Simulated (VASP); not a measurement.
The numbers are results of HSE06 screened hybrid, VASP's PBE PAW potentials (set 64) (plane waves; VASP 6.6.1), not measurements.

The input files of a VASP run:

**INCAR**
```
SYSTEM  =  NSi64
PREC  =  Normal; ENCUT  =  400; LREAL  =  Auto
LASPH  =  T; ISYM  =  0; NELECT  =  260.0
EDIFF  =  1E-5; NELM  =  50; NELMIN  =  4
ALGO  =  Normal
ISMEAR  =  0; SIGMA  =  0.05
GGA  =  PE; LHFCALC  =  T; AEXX  =  0.25
HFSCREEN  =  0.2; PRECFOCK  =  Fast
ISIF  =  0
LWAVE  =  F; LCHARG  =  F
```

**POSCAR**
```
NSi64
1
   10.9370747000     0.0000000000     0.0000000000
    0.0000000000    10.9370747000     0.0000000000
    0.0000000000     0.0000000000    10.9370747000
Si N
64 1
Direct
  0.5026070028   0.9955220117   0.9980123861
  0.6290408794   0.1202222537   0.1220119122
  0.7545703388   0.2468251117   0.9989524330
  0.8751260996   0.3748174979   0.1221978401
  0.7525599214   0.9973502956   0.2499577457
  0.8761563599   0.1248820570   0.3740172362
  0.0002476830   0.0001782661   0.9956357809
  0.1236417848   0.1235650691   0.1235511856
  0.2489121526   0.2487165689   0.9995135861
  0.3749966329   0.3748828823   0.1206414138
  0.5010216854   0.5009441486   0.9991502020
  0.6258996631   0.6258660900   0.1235677937
  0.7496518781   0.7494989195   0.9958776815
  0.8749110389   0.8748609486   0.1211741780
  0.2497241054   0.9978791218   0.2458348475
  0.3791437265   0.1214316362   0.3647419175
  0.5026908506   0.2473363803   0.2402908831
  0.6286633557   0.3704964734   0.3648875784
  0.7523085223   0.5001914600   0.2457697713
  0.8733951259   0.6250317268   0.3743252005
  0.4997534817   0.0002084654   0.4966971681
  0.6250424090   0.1243413787   0.6223087792
  0.7494682668   0.2496922552   0.4969941581
  0.8749060996   0.3747235178   0.6208102870
  0.7510827033   0.9988356052   0.7461847447
  0.8775185691   0.1248419835   0.8694475273
  0.9956397067   0.5025876933   0.9979533673
  0.1201976058   0.6290269433   0.1220456762
  0.2467372481   0.7544819004   0.9988906064
  0.3747103238   0.8750206853   0.1221604238
  0.9979347137   0.2497247168   0.2457766913
  0.1214433229   0.3791305240   0.3646758574
  0.2473988925   0.5026074291   0.2401899871
  0.3705996684   0.6285703145   0.3647512105
  0.5002347785   0.7522938656   0.2456862993
  0.6250587238   0.8733999355   0.3742471119
  0.0057956640   0.0057793145   0.4986842872
  0.1389735090   0.1389622097   0.6204465282
  0.2635231088   0.2635409895   0.4740994657
  0.3789420416   0.3789664376   0.6792191266
  0.4848318460   0.4847894918   0.4735087894
  0.6087851032   0.6087833546   0.6213464551
  0.7429739338   0.7429850598   0.4992723449
  0.8744212529   0.8744781682   0.6200714907
  0.2530597907   0.0026045805   0.7453561402
  0.3741488979   0.1196135150   0.8800165890
  0.5102104090   0.2405619220   0.7647795653
  0.6311450323   0.3752525713   0.8807782527
  0.7474217582   0.4964854778   0.7456091117
  0.8724027583   0.6251215506   0.8692290635
  0.9973518832   0.7525624250   0.2500546800
  0.1249267746   0.8760768625   0.3741343133
  0.0002916103   0.4997092959   0.4966766701
  0.1244152965   0.6250273225   0.6222462820
  0.2499003088   0.7493440285   0.4969485114
  0.3748287019   0.8748368157   0.6208176103
  0.0026145431   0.2529739952   0.7454325916
  0.1196990743   0.3740015630   0.8800833509
  0.2405615650   0.5101069262   0.7647824150
  0.3752192965   0.6310084228   0.8808480687
  0.4965108025   0.7473271887   0.7457009228
  0.6251590981   0.8722591117   0.8693413997
  0.9988964141   0.7511250629   0.7460366400
  0.1248919675   0.8775092250   0.8693698893
  0.3740852363   0.3741979792   0.5219009763
```

**KPOINTS**
```
kpoints
0
Gamma
 1 1 1
```

POTCAR, in this order: Si N (PBE.64 set). Program: vasp_gam. Read from the step before: WAVECAR.

Output of the run:

OUTCAR:
```
 ion  position               nearest neighbor table
   1  0.503  0.996  0.998-  46 2.34  30 2.35  62 2.37   2 2.37
   2  0.629  0.120  0.122-  17 2.35   5 2.36   1 2.37   3 2.37
   3  0.755  0.247  0.999-  48 2.34   4 2.35  26 2.37   2 2.37
   4  0.875  0.375  0.122-  31 2.35  19 2.35   3 2.35  27 2.35
   5  0.753  0.997  0.250-  14 2.36   2 2.36   6 2.37  36 2.37
   6  0.876  0.125  0.374-  37 2.36  23 2.36  31 2.37   5 2.37
   7  0.000  0.000  0.996-  26 2.36  64 2.36   8 2.37  14 2.38
   8  0.124  0.124  0.124-  15 2.36  31 2.36   9 2.36   7 2.37
   9  0.249  0.249  1.000-  10 2.36  46 2.36  58 2.36   8 2.36
  10  0.375  0.375  0.121-   9 2.36  11 2.36  33 2.37  17 2.37
  11  0.501  0.501  0.999-  10 2.36  12 2.36  60 2.36  48 2.36
  12  0.626  0.626  0.124-  11 2.36  35 2.36  19 2.36  13 2.37
  13  0.750  0.749  0.996-  50 2.36  62 2.36  12 2.37  14 2.37
  14  0.875  0.875  0.121-   5 2.36  51 2.36  13 2.37   7 2.38
  15  0.250  0.998  0.246-  30 2.35  16 2.35   8 2.36  52 2.37
  16  0.379  0.121  0.365-  39 2.33  15 2.35  17 2.36  21 2.36
  17  0.503  0.247  0.240-   2 2.35  18 2.36  16 2.36  10 2.37
  18  0.629  0.370  0.365-  41 2.33  19 2.35  17 2.36  23 2.36
  19  0.752  0.500  0.246-   4 2.35  18 2.35  12 2.36  20 2.37
  20  0.873  0.625  0.374-  43 2.36  19 2.37  53 2.37  51 2.37
  21  0.500  0.000  0.497-  16 2.36  56 2.36  36 2.37  22 2.37
  22  0.625  0.124  0.622-  21 2.37  23 2.37  25 2.37  47 2.37
  23  0.749  0.250  0.497-  18 2.36  24 2.36   6 2.36  22 2.37
  24  0.875  0.375  0.621-  49 2.36  57 2.36  23 2.36  53 2.36
...
```

### OSZICAR
```
       N       E                     dE             d eps       ncg     rms          rms(c)
DAV:   1    -0.412349470276E+03   -0.41235E+03   -0.12732E+01   328   0.806E+00    0.194E+01
DAV:   2    -0.412463909072E+03   -0.11444E+00   -0.41266E-01   352   0.137E+00    0.127E+01
DAV:   3    -0.412444819341E+03    0.19090E-01   -0.30354E-02   356   0.360E-01    0.761E+00
DAV:   4    -0.412437951458E+03    0.68679E-02   -0.12540E-02   348   0.211E-01    0.441E+00
DAV:   5    -0.412436012145E+03    0.19393E-02   -0.26542E-03   364   0.979E-02    0.255E+00
DAV:   6    -0.412435110403E+03    0.90174E-03   -0.41402E-04   364   0.470E-02    0.146E+00
DAV:   7    -0.412434851008E+03    0.25940E-03   -0.44630E-04   348   0.384E-02    0.824E-01
DAV:   8    -0.412434775250E+03    0.75758E-04   -0.47704E-05   324   0.151E-02    0.474E-01
DAV:   9    -0.412434750184E+03    0.25066E-04   -0.22771E-05   268   0.108E-02    0.269E-01
DAV:  10    -0.412434746554E+03    0.36306E-05   -0.15804E-05   268   0.742E-03
   1 F= -.41243475E+03 E0= -.41243475E+03  d E =-.394472E-16
```

File OUTCAR:
```
------------------------ aborting loop because EDIFF is reached ----------------------------------------
  volume of cell :     1308.29
      direct lattice vectors                 reciprocal lattice vectors
    10.937074700  0.000000000  0.000000000     0.091432127  0.000000000  0.000000000
     0.000000000 10.937074700  0.000000000     0.000000000  0.091432127  0.000000000
     0.000000000  0.000000000 10.937074700     0.000000000  0.000000000  0.091432127
 POSITION                                       TOTAL-FORCE (eV/Angst)
 -----------------------------------------------------------------------------------
      5.49705     10.88810     10.91534         0.013581      0.001162      0.038730
      6.87987      1.31488      1.33445         0.000661      0.019818     -0.064698
      8.25279      2.69954     10.92562        -0.005372     -0.020653      0.033988
      9.57132      4.09941      1.33649         0.003650     -0.000340     -0.017726
      8.23080     10.90809      2.73381        -0.019696      0.005398      0.009517
      9.58259      1.36584      4.09065         0.002324      0.012852     -0.050309
      0.00271      0.00195     10.88934        -0.012314     -0.011576      0.036623
      1.35228      1.35144      1.35129         0.011752      0.010828     -0.044033
      2.72237      2.72023     10.93175        -0.014447     -0.007109      0.049441
      4.10137      4.10012      1.31946         0.004783      0.004376     -0.004916
      5.47971      5.47886     10.92778        -0.002036     -0.001376      0.057958
      6.84551      6.84514      1.35147         0.008827      0.003830     -0.043893
      8.19900      8.19733     10.89199        -0.003644      0.002119      0.029016
      9.56897      9.56842      1.32529         0.001890      0.001804     -0.011904
      2.73125     10.91388      2.68871        -0.021578      0.007887      0.032010
      4.14672      1.32811      3.98921        -0.011793      0.027007     -0.026513
      5.49797      2.70514      2.62808         0.006928     -0.027681      0.029976
      6.87574      4.05215      3.99080        -0.018351      0.016626     -0.022753
      8.22805      5.47063      2.68800        -0.021604      0.019547      0.029652
      9.55239      6.83602      4.09402         0.012832     -0.013475     -0.052252
      5.46584      0.00228      5.43241         0.005784     -0.015457      0.029333
      6.83614      1.35993      6.80624         0.012040      0.007582     -0.053811
      8.19699      2.73090      5.43566         0.007181     -0.011959      0.029677
      9.56891      4.09838      6.78985         0.003953      0.004145     -0.008497
      8.21465     10.92434      8.16108        -0.024030      0.009557      0.017675
      9.59749      1.36541      9.50921         0.011111     -0.000133     -0.022570
     10.88939      5.49684     10.91469        -0.003588      0.014238      0.041909
      1.31461      6.87971      1.33482         0.021508      0.001027     -0.064988
      2.69858      8.25182     10.92494        -0.015588     -0.002449      0.036606
      4.09823      9.57017      1.33608         0.004203      0.008048     -0.016309
     10.91449      2.73126      2.68808         0.008500     -0.022871      0.030484
      1.32823      4.14658      3.98849         0.032173     -0.012312     -0.024696
      2.70582      5.49705      2.62698        -0.029147      0.008799      0.031684
      4.05328      6.87472      3.98931         0.020222     -0.020264     -0.023804
      5.47111      8.22789      2.68709         0.016282     -0.020786      0.028840
      6.83631      9.55244      4.09317        -0.013799      0.010541     -0.048917
      0.06339      0.06321      5.45415        -0.011611     -0.010795      0.004577
      1.51996      1.51984      6.78587        -0.039923     -0.039251      0.027143
      2.88217      2.88237      5.18526         0.109913      0.110222     -0.024471
      4.14452      4.14478      7.42867        -0.057374     -0.068516     -0.604225
      5.30264      5.30218      5.17880        -0.150120     -0.150229     -0.074847
      6.65833      6.65831      6.79571         0.081064      0.079071      0.064490
      8.12596      8.12608      5.46058        -0.007430     -0.005734     -0.007896
      9.56361      9.56423      6.78177         0.005759      0.004008      0.039639
      2.76773      0.02849      8.15202        -0.027844     -0.009045      0.018857
      4.09209      1.30822      9.62481        -0.009703      0.032796     -0.030831
      5.58021      2.63104      8.36445         0.038268     -0.006916      0.036714
      6.90288      4.10417      9.63314        -0.015393      0.000820     -0.018745
      8.17461      5.43010      8.15478        -0.003013      0.016948      0.025284
      9.54153      6.83700      9.50682        -0.002037      0.008738     -0.028184
     10.90811      8.23083      2.73487         0.005878     -0.023787      0.006074
      1.36633      9.58172      4.09193         0.017626      0.003879     -0.052751
      0.00319      5.46536      5.43219        -0.021286      0.003986      0.033797
      1.36074      6.83597      6.80555         0.011160      0.007578     -0.050486
      2.73318      8.19563      5.43516        -0.017088      0.009050      0.028452
      4.09953      9.56816      6.78993         0.002413      0.000970     -0.006385
      0.02860      2.76680      8.15285        -0.007069     -0.025147      0.015611
      1.30916      4.09048      9.62554         0.036140     -0.008299     -0.031006
      2.63104      5.57908      8.36448        -0.015669      0.047241      0.039521
      4.10380      6.90139      9.63390         0.004211     -0.015709     -0.020147
      5.43038      8.17357      8.15579         0.011915     -0.001680      0.024989
      6.83741      9.53996      9.50805         0.010407     -0.004431     -0.028288
     10.92500      8.21511      8.15946         0.009499     -0.023231      0.020785
      1.36595      9.59738      9.50836        -0.001846      0.011765     -0.023714
      4.09140      4.09263      5.70807         0.049956      0.046947      0.625511
 -----------------------------------------------------------------------------------
    total drift:                               -0.022986     -0.027963     -0.028763
  FREE ENERGIE OF THE ION-ELECTRON SYSTEM (eV)
  ---------------------------------------------------
  free  energy   TOTEN  =      -412.4347465538 eV

  energy  without entropy=     -412.4347465538  energy(sigma->0) =     -412.43474655

  exchange ACFDT corr.  =         0.00000000  see jH, gK, PRB 81, 115126
```
(Selected blocks of OUTCAR.)

OUTCAR:
```
 val. band max:        5.2890228565   @ k =   0.0000   0.0000   0.0000

 cond. band min:       6.0905096897   @ k =   0.0000   0.0000   0.0000


 Fermi energy:         5.5814416734

 k-point     1 :       0.0000    0.0000    0.0000
  band No.  band energies     occupation
      1     -13.3654      2.00000
      2      -7.7483      2.00000
      3      -6.7959      2.00000
      4      -6.6663      2.00000
      5      -6.6652      2.00000
      6      -6.6426      2.00000
      7      -6.5989      2.00000
      8      -6.3700      2.00000
      9      -5.9030      2.00000
     10      -5.8482      2.00000
     11      -5.6991      2.00000
     12      -5.6074      2.00000
     13      -5.5971      2.00000
     14      -5.5845      2.00000
     15      -5.5811      2.00000
     16      -5.5637      2.00000
     17      -5.5540      2.00000
     18      -5.5281      2.00000
     19      -5.5083      2.00000
     20      -5.3251      2.00000
     21      -5.3080      2.00000
     22      -5.2651      2.00000
     23      -5.2445      2.00000
     24      -4.6099      2.00000
     25      -4.0413      2.00000
     26      -3.9124      2.00000
     27      -3.3589      2.00000
     28      -3.2924      2.00000
     29      -3.2588      2.00000
     30      -3.2019      2.00000
     31      -3.1986      2.00000
     32      -3.1359      2.00000
     33      -3.1291      2.00000
     34      -3.1206      2.00000
     35      -3.1089      2.00000
     36      -3.0908      2.00000
     37      -3.0779      2.00000
     38      -3.0741      2.00000
     39      -3.0716      2.00000
     40      -3.0501      2.00000
     41      -3.0245      2.00000
     42      -2.6644      2.00000
     43      -2.3822      2.00000
     44      -2.3696      2.00000
     45      -2.3238      2.00000
     46      -1.7527      2.00000
     47      -1.4912      2.00000
     48      -1.4488      2.00000
     49      -0.7951      2.00000
     50      -0.7794      2.00000
     51      -0.6977      2.00000
...
```

The cell is charged, with a uniform compensating background. The supercell is sampled at Γ alone, which is coarse: total energies, pressure and levels can be off, energies of defects by several tenths of an eV.

The cell is a supercell with a defect, built from Si (diamond): N_i, charge +1. The cell's shape comes from a PBE relaxation. The run is not spin-polarised, so no state with unpaired spins was tried.
